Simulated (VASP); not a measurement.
Input:

```xyz
5
Lattice="3.9721 0.0000 0.0000 0.0000 3.9721 0.0000 0.0000 0.0000 3.9721" Properties=species:S:1:pos:R:3 pbc="T T T"
Ba     0.0000     0.0000     0.0000
Li     1.9861     1.9861     1.9861
F      0.0000     1.9861     1.9861
F      1.9861     0.0000     1.9861
F      1.9861     1.9861     0.0000
```

The numbers are results of PBEsol GGA, VASP's PBE PAW potentials (set 64) (plane waves; VASP), not measurements. Numerical set-up: 520 eV cut-off, Gaussian smearing of 0.050 eV, potentials Ba_sv Li_sv F.

Unless said otherwise, spin-orbit coupling is left out, though it shifts the bands of the heavy elements here.

Question: Give the energies of bands 9 to 20 at the high-symmetry points, in eV from the valence-band maximum.

Answer: 
```tsv
band	Γ	X	M	R
9	-1.92	-2.26	-2.38	-2.68
10	-1.92	-2.26	-2.00	-0.97
11	-1.92	-1.51	-1.42	-0.97
12	-0.84	-1.36	-1.41	-0.97
13	-0.84	-1.09	-1.41	-0.21
14	-0.84	-0.78	-0.62	-0.21
15	0.00	-0.78	-0.62	-0.14
16	0.00	-0.48	-0.22	-0.14
17	0.00	-0.48	-0.20	-0.14
18	6.52	8.01	8.83	7.98
19	6.52	8.56	9.14	7.98
20	8.06	10.27	10.80	7.98
```

The gap is direct, 6.52 eV, from the valence maximum at Γ to the conduction minimum at Γ.

The structure comes from a computed database's BaLiF3 entry (Pm-3m); how it stands against other phases isn't given here. It was relaxed first.
